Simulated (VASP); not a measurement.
Output of a VASP run:

OSZICAR:
```
...
RMM:  16    -0.247005873857E+00   -0.31577E-07   -0.19601E-07  4970   0.301E-04    0.745E-05
RMM:  17    -0.247005836773E+00    0.37084E-07   -0.16939E-07  4949   0.291E-04    0.195E-05
RMM:  18    -0.247005826264E+00    0.10509E-07   -0.13519E-07  5346   0.282E-04    0.170E-05
RMM:  19    -0.247005841389E+00   -0.15125E-07   -0.12339E-07  4760   0.277E-04    0.256E-05
RMM:  20    -0.247005842489E+00   -0.11000E-08   -0.75276E-08  4039   0.274E-04    0.239E-05
 Linear response progress:
  Degree of freedom:   3/  4
       N       E                     dE             d eps       ncg     rms          rms(c)
RMM:   1    -0.288390845128E+00   -0.28839E+00   -0.26658E-01  8185   0.303E+00
RMM:   2    -0.284200347390E+00    0.41905E-02   -0.20018E-02  7098   0.663E-01    0.293E-01
RMM:   3    -0.284007336690E+00    0.19301E-03   -0.60381E-04  7480   0.112E-01    0.175E-01
RMM:   4    -0.284167701432E+00   -0.16036E-03   -0.79020E-04  7849   0.129E-01    0.273E-02
RMM:   5    -0.284180962964E+00   -0.13262E-04   -0.10618E-04  6994   0.473E-02    0.985E-03
RMM:   6    -0.284171203749E+00    0.97592E-05   -0.46557E-06  8139   0.982E-03    0.337E-03
RMM:   7    -0.284150836935E+00    0.20367E-04   -0.74786E-07  7364   0.455E-03    0.130E-03
RMM:   8    -0.284147954503E+00    0.28824E-05   -0.32913E-07  7509   0.158E-03    0.293E-04
RMM:   9    -0.284146389283E+00    0.15652E-05   -0.12765E-07  8461   0.439E-04    0.132E-04
RMM:  10    -0.284145389258E+00    0.10000E-05   -0.11210E-08  8453   0.252E-04    0.334E-05
RMM:  11    -0.284145432833E+00   -0.43575E-07   -0.28513E-07  8757   0.171E-04    0.187E-05
RMM:  12    -0.284145516984E+00   -0.84151E-07   -0.95002E-08  8210   0.156E-04    0.572E-06
RMM:  13    -0.284145547990E+00   -0.31006E-07   -0.10984E-07  8725   0.144E-04    0.226E-06
RMM:  14    -0.284145546448E+00    0.15422E-08   -0.56105E-08  7968   0.141E-04    0.628E-07
 Linear response progress:
  Degree of freedom:   4/  4
       N       E                     dE             d eps       ncg     rms          rms(c)
RMM:   1    -0.309379817395E+00   -0.30938E+00   -0.26662E-01  4011   0.305E+00
RMM:   2    -0.304382877950E+00    0.49969E-02   -0.23091E-02  3594   0.730E-01    0.425E-01
RMM:   3    -0.304124412218E+00    0.25847E-03   -0.84347E-04  3678   0.134E-01    0.222E-01
RMM:   4    -0.304135038005E+00   -0.10626E-04   -0.65436E-04  3696   0.113E-01    0.573E-02
RMM:   5    -0.304184784918E+00   -0.49747E-04   -0.27765E-05  3864   0.243E-02    0.202E-02
RMM:   6    -0.304186500572E+00   -0.17157E-05   -0.10058E-05  3774   0.159E-02    0.776E-03
RMM:   7    -0.304166276689E+00    0.20224E-04   -0.12754E-06  3968   0.483E-03    0.161E-03
RMM:   8    -0.304159089853E+00    0.71868E-05   -0.28608E-07  4049   0.192E-03    0.937E-04
RMM:   9    -0.304154313203E+00    0.47767E-05   -0.17226E-07  4111   0.594E-04    0.440E-04
RMM:  10    -0.304153957768E+00    0.35543E-06   -0.37032E-08  4229   0.278E-04    0.117E-04
RMM:  11    -0.304153133646E+00    0.82412E-06   -0.58550E-08  4320   0.189E-04    0.357E-05
RMM:  12    -0.304153205289E+00   -0.71644E-07   -0.12636E-07  4573   0.153E-04    0.954E-06
RMM:  13    -0.304153238761E+00   -0.33472E-07   -0.39481E-08  4365   0.141E-04    0.756E-06
RMM:  14    -0.304153235029E+00    0.37324E-08   -0.50058E-08  3888   0.138E-04    0.351E-06
 Linear response finished
```

**OUTCAR**
```
------------------------ aborting loop because EDIFF is reached ----------------------------------------

   1 f  =    4.290902 THz    26.960533 2PiTHz  143.129090 cm-1    17.745737 meV
             X         Y         Z           dx          dy          dz
      0.000000  1.741930  5.382428     0.000000   -0.000000   -0.702336
      1.741930  0.000000  0.938092    -0.000000    0.000000    0.702336
      0.000000  1.741930  2.347631     0.000000   -0.000000   -0.082001
      1.741930  0.000000  3.972889    -0.000000    0.000000    0.082001

   2 f  =    4.056860 THz    25.490001 2PiTHz  135.322271 cm-1    16.777816 meV
             X         Y         Z           dx          dy          dz
      0.000000  1.741930  5.382428    -0.629820   -0.192454   -0.000000
      1.741930  0.000000  0.938092     0.629820    0.192454    0.000000
      0.000000  1.741930  2.347631    -0.246226   -0.075239   -0.000000
      1.741930  0.000000  3.972889     0.246226    0.075239    0.000000

   3 f  =    4.056860 THz    25.490001 2PiTHz  135.322271 cm-1    16.777816 meV
             X         Y         Z           dx          dy          dz
      0.000000  1.741930  5.382428     0.192454   -0.629820    0.000000
      1.741930  0.000000  0.938092    -0.192454    0.629820   -0.000000
      0.000000  1.741930  2.347631     0.075239   -0.246226    0.000000
      1.741930  0.000000  3.972889    -0.075239    0.246226    0.000000

   4 f  =    3.602915 THz    22.637781 2PiTHz  120.180301 cm-1    14.900452 meV
             X         Y         Z           dx          dy          dz
      0.000000  1.741930  5.382428     0.000000    0.000000    0.512289
      1.741930  0.000000  0.938092    -0.000000    0.000000    0.512289
      0.000000  1.741930  2.347631    -0.000000   -0.000000   -0.487401
      1.741930  0.000000  3.972889     0.000000   -0.000000   -0.487401

   5 f  =    3.191015 THz    20.049736 2PiTHz  106.440788 cm-1    13.196970 meV
             X         Y         Z           dx          dy          dz
      0.000000  1.741930  5.382428     0.268121   -0.437044    0.000000
      1.741930  0.000000  0.938092     0.268121   -0.437044   -0.000000
      0.000000  1.741930  2.347631    -0.254629    0.415052   -0.000000
      1.741930  0.000000  3.972889    -0.254629    0.415052   -0.000000

   6 f  =    3.191015 THz    20.049736 2PiTHz  106.440788 cm-1    13.196970 meV
             X         Y         Z           dx          dy          dz
      0.000000  1.741930  5.382428     0.437044    0.268121    0.000000
      1.741930  0.000000  0.938092     0.437044    0.268121    0.000000
      0.000000  1.741930  2.347631    -0.415052   -0.254629    0.000000
      1.741930  0.000000  3.972889    -0.415052   -0.254629   -0.000000

   7 f  =    3.124244 THz    19.630207 2PiTHz  104.213579 cm-1    12.920831 meV
             X         Y         Z           dx          dy          dz
      0.000000  1.741930  5.382428     0.000000    0.000000    0.082001
      1.741930  0.000000  0.938092     0.000000    0.000000   -0.082001
      0.000000  1.741930  2.347631    -0.000000   -0.000000   -0.702336
      1.741930  0.000000  3.972889    -0.000000   -0.000000    0.702336

   8 f  =    2.638480 THz    16.578056 2PiTHz   88.010207 cm-1    10.911870 meV
             X         Y         Z           dx          dy          dz
      0.000000  1.741930  5.382428     0.155542    0.205170   -0.000000
      1.741930  0.000000  0.938092    -0.155542   -0.205170   -0.000000
      0.000000  1.741930  2.347631    -0.397860   -0.524804    0.000000
      1.741930  0.000000  3.972889     0.397860    0.524804   -0.000000

   9 f  =    2.638480 THz    16.578056 2PiTHz   88.010207 cm-1    10.911870 meV
             X         Y         Z           dx          dy          dz
      0.000000  1.741930  5.382428     0.205170   -0.155542   -0.000000
      1.741930  0.000000  0.938092    -0.205170    0.155542    0.000000
      0.000000  1.741930  2.347631    -0.524804    0.397860    0.000000
      1.741930  0.000000  3.972889     0.524804   -0.397860    0.000000

  10 f/i=    0.000997 THz     0.006262 2PiTHz    0.033246 cm-1     0.004122 meV
             X         Y         Z           dx          dy          dz
      0.000000  1.741930  5.382428     0.000000    0.000000   -0.487401
      1.741930  0.000000  0.938092     0.000000    0.000000   -0.487401
      0.000000  1.741930  2.347631     0.000000    0.000000   -0.512289
...
```
(Selected blocks of OUTCAR.)

**POSCAR**
```
HfAu
1
    3.4838600000     0.0000000000     0.0000000000
    0.0000000000     3.4838600000     0.0000000000
    0.0000000000     0.0000000000     6.3205200000
Hf Au
2 2
Direct
  0.0000000000   0.5000000000   0.8515800000
  0.5000000000   0.0000000000   0.1484200000
  0.0000000000   0.5000000000   0.3714300000
  0.5000000000   0.0000000000   0.6285700000
```

Problem. Write an INCAR and KPOINTS that could have produced this output.

Solution. One answer among several that fit: the input of the run itself, LDA (Ceperley-Alder, Perdew-Zunger), plane waves, VASP's LDA PAW potentials (set 64).

File KPOINTS:
```
K-points
0
Gamma
8 8 4
0 0 0
```

INCAR:
```
SYSTEM = HfAu
PREC = Accurate
ENCUT = 300
EDIFF = 1E-8
NELM = 100
ALGO = Normal
LREAL = .FALSE.
LASPH = .TRUE.
ISMEAR = 0
SIGMA = 0.1
LMAXMIX = 6
LWAVE = .FALSE.
LCHARG = .FALSE.
ISIF = 2
LEPSILON = .FALSE.
IBRION = 8
NSW = 1
```

POTCAR, in this order: Hf_pv Au (LDA.64 set). Program: vasp_std.

The structure comes from a computed database's HfAu entry (P4/nmm); how it stands against other phases isn't given here. The cell was not relaxed at this level. The run is one of a series of settings (EDIFF = 1E-8, GGA removed, IBRION = 8, LEPSILON = .FALSE., NSW = 1, POTCAR Hf_pv Au (LDA.64 set) against the base run), some of them coarse on purpose.
